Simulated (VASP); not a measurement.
These are LDA (Ceperley-Alder, Perdew-Zunger), VASP's LDA PAW potentials (set 64) (plane waves; VASP) values and carry that method's errors.

Input for VASP

KPOINTS:
```
Automatic
0
G
7 7 2
0 0 0
```

File POSCAR:
```
WSe2
1.0
  1.6280787143  -2.8199147345   0.0000000000
  1.6280787143   2.8199147345   0.0000000000
  0.0000000000   0.0000000000  12.8151385257
W Se
2 4
direct
  0.3333330000   0.6666670000   0.2500000000
  0.6666670000   0.3333330000   0.7500000000
  0.3333330000   0.6666670000   0.8802197506
  0.6666670000   0.3333330000   0.3802197506
  0.6666670000   0.3333330000   0.1197802494
  0.3333330000   0.6666670000   0.6197802494
```

### INCAR
```
SYSTEM=WSe2
PREC=Accurate; ENCUT=400; LREAL=F
LASPH=T
EDIFF=1E-8; NELM=100; ALGO=Normal
LMAXMIX=6
ISMEAR=0; SIGMA=0.05
IBRION=1; NSW=30; ISIF=2
EDIFFG=-0.001
LWAVE=F; LCHARG=F
```

POTCAR, in this order: W_sv Se (LDA.64 set). Program: vasp_std.

The run wrote:

OSZICAR:
```
       N       E                     dE             d eps       ncg     rms          rms(c)
DAV:   1     0.454139250396E+03    0.45414E+03   -0.24747E+04  1120   0.135E+03
DAV:   2    -0.208682698980E+02   -0.47501E+03   -0.46390E+03  1200   0.392E+02
DAV:   3    -0.497140931181E+02   -0.28846E+02   -0.28267E+02  1208   0.881E+01
DAV:   4    -0.504246328019E+02   -0.71054E+00   -0.70777E+00  1212   0.138E+01
DAV:   5    -0.504385677706E+02   -0.13935E-01   -0.13923E-01  1275   0.193E+00    0.317E+01
DAV:   6    -0.489016041283E+02    0.15370E+01   -0.93811E+00  1153   0.172E+01    0.117E+01
DAV:   7    -0.486711358714E+02    0.23047E+00   -0.42629E+00  1125   0.871E+00    0.571E+00
DAV:   8    -0.484952149855E+02    0.17592E+00   -0.71229E-01  1304   0.467E+00    0.126E+00
DAV:   9    -0.484953613804E+02   -0.14639E-03   -0.67460E-02  1307   0.124E+00    0.714E-01
DAV:  10    -0.484937017563E+02    0.16596E-02   -0.20279E-02  1287   0.914E-01    0.242E-01
DAV:  11    -0.484935044225E+02    0.19733E-03   -0.33537E-03  1222   0.341E-01    0.159E-01
DAV:  12    -0.484934550521E+02    0.49370E-04   -0.13452E-04  1246   0.641E-02    0.106E-01
DAV:  13    -0.484934284155E+02    0.26637E-04   -0.16830E-04  1228   0.705E-02    0.510E-03
DAV:  14    -0.484934292461E+02   -0.83063E-06   -0.65685E-06  1208   0.143E-02    0.110E-02
DAV:  15    -0.484934291331E+02    0.11303E-06   -0.18066E-07  1229   0.255E-03    0.933E-03
DAV:  16    -0.484934288150E+02    0.31810E-06   -0.14294E-06  1188   0.664E-03    0.741E-04
DAV:  17    -0.484934288195E+02   -0.45602E-08   -0.45456E-08  1067   0.122E-03
   1 F= -.48493429E+02 E0= -.48493429E+02  d E =-.484934E+02
       N       E                     dE             d eps       ncg     rms          rms(c)
DAV:   1    -0.484934580122E+02   -0.29197E-04   -0.32505E-03  1055   0.217E-01    0.484E-02
DAV:   2    -0.484934705338E+02   -0.12522E-04   -0.16311E-04  1202   0.493E-02    0.206E-02
DAV:   3    -0.484934701992E+02    0.33458E-06   -0.29295E-06  1224   0.886E-03    0.130E-02
DAV:   4    -0.484934702464E+02   -0.47184E-07   -0.22128E-06  1332   0.742E-03    0.386E-03
DAV:   5    -0.484934700889E+02    0.15751E-06   -0.77522E-07  1201   0.432E-03    0.596E-04
DAV:   6    -0.484934700872E+02    0.16416E-08   -0.60535E-08  1060   0.103E-03
   2 F= -.48493470E+02 E0= -.48493470E+02  d E =-.412677E-04
       N       E                     dE             d eps       ncg     rms          rms(c)
DAV:   1    -0.484934703965E+02   -0.30766E-06   -0.46989E-05  1062   0.261E-02    0.617E-03
DAV:   2    -0.484934705850E+02   -0.18848E-06   -0.24021E-06  1195   0.593E-03    0.255E-03
DAV:   3    -0.484934705806E+02    0.43719E-08   -0.49125E-08  1063   0.116E-03
   3 F= -.48493471E+02 E0= -.48493471E+02  d E =-.493415E-06
```

OUTCAR:
```
------------------------ aborting loop because EDIFF is reached ----------------------------------------
  FORCE on cell =-STRESS in cart. coord.  units (eV):
  Direction    XX          YY          ZZ          XY          YZ          ZX
  --------------------------------------------------------------------------------------
  Total       -0.0952601     -0.0952600     -0.0040498      0.0000000     -0.0000000      0.0000000
  in kB       -1.2970501     -1.2970498     -0.0551416      0.0000000     -0.0000000      0.0000000
  external PRESSURE =      -0.8830805 kB  Pullay stress =       0.0000000 kB
  volume of cell :      117.67
      direct lattice vectors                 reciprocal lattice vectors
     1.628078714 -2.819914735  0.000000000     0.307110458 -0.177310326  0.000000000
     1.628078714  2.819914735  0.000000000     0.307110458  0.177310326  0.000000000
     0.000000000  0.000000000 12.815138526     0.000000000  0.000000000  0.078032711
 POSITION                                       TOTAL-FORCE (eV/Angst)
 -----------------------------------------------------------------------------------
      1.62808      0.93997      3.20378        -0.000000     -0.000000     -0.000000
      1.62808     -0.93997      9.61135         0.000000      0.000000     -0.000000
      1.62808      0.93997     11.28120         0.000000      0.000000     -0.000039
      1.62808     -0.93997      4.87363        -0.000000     -0.000000     -0.000039
      1.62808     -0.93997      1.53394        -0.000000     -0.000000      0.000039
      1.62808      0.93997      7.94151         0.000000      0.000000      0.000039
 -----------------------------------------------------------------------------------
    total drift:                                0.000136      0.001071     -0.000033
  FREE ENERGIE OF THE ION-ELECTRON SYSTEM (eV)
  ---------------------------------------------------
  free  energy   TOTEN  =       -48.4934705806 eV

  energy  without entropy=      -48.4934705806  energy(sigma->0) =      -48.49347058

 reached required accuracy - stopping structural energy minimisation
```
(Selected blocks of OUTCAR.)

### CONTCAR
```
WSe2
   1.00000000000000
     1.6280787143000000   -2.8199147345000002    0.0000000000000000
     1.6280787143000000    2.8199147345000002    0.0000000000000000
     0.0000000000000000    0.0000000000000000   12.8151385257000001
  W               Se
     2     4
Direct
     0.3333330000000032    0.6666669999999968    0.2500000000000000
     0.6666669999999968    0.3333330000000032    0.7500000000000000
     0.3333330000000032    0.6666669999999968    0.8803025536944487
     0.6666669999999968    0.3333330000000032    0.3803025536944487
     0.6666669999999968    0.3333330000000032    0.1196974463055513
     0.3333330000000032    0.6666669999999968    0.6196974463055513
```

File OUTCAR:
```
 val. band max:        6.6330835070   @ k =   0.0000   0.0000   0.0000

 cond. band min:       7.6546863802   @ k =   0.1429   0.1429   0.0000


 Fermi energy:         6.9051565945

 k-point     1 :       0.0000    0.0000    0.0000
  band No.  band energies     occupation
      1     -67.2193      2.00000
      2     -67.2193      2.00000
      3     -31.7583      2.00000
      4     -31.7582      2.00000
      5     -31.5906      2.00000
      6     -31.5906      2.00000
      7     -31.5906      2.00000
      8     -31.5906      2.00000
      9      -8.8278      2.00000
     10      -8.5361      2.00000
     11      -7.6275      2.00000
     12      -7.1371      2.00000
     13      -0.7005      2.00000
     14       0.5332      2.00000
     15       2.8088      2.00000
     16       3.9195      2.00000
     17       3.9195      2.00000
     18       3.9381      2.00000
     19       3.9381      2.00000
     20       5.0742      2.00000
     21       5.0743      2.00000
     22       5.1358      2.00000
     23       5.1358      2.00000
     24       5.3668      2.00000
     25       5.6400      2.00000
     26       6.6331      2.00000
     27       9.3313      0.00000
     28       9.3315      0.00000
     29       9.3893      0.00000
     30       9.3900      0.00000
     31       9.4306      0.00000

 k-point     2 :       0.1429    0.0000    0.0000
  band No.  band energies     occupation
      1     -67.2170      2.00000
      2     -67.2170      2.00000
      3     -31.7484      2.00000
      4     -31.7483      2.00000
      5     -31.6418      2.00000
      6     -31.6418      2.00000
      7     -31.6026      2.00000
      8     -31.6026      2.00000
      9      -8.5100      2.00000
     10      -8.2213      2.00000
     11      -7.4517      2.00000
     12      -6.9975      2.00000
     13      -0.2998      2.00000
     14       0.9277      2.00000
     15       2.5294      2.00000
     16       3.0537      2.00000
     17       3.1128      2.00000
...
```

Unless said otherwise, spin-orbit coupling is left out, though it shifts the bands of the heavy elements here.

The compound is WSe2 in the 2H layered structure. This run relaxes the ions in a fixed cell. Symmetry was kept, so distortions that lower it aren't found. The start is the result of an earlier pass.
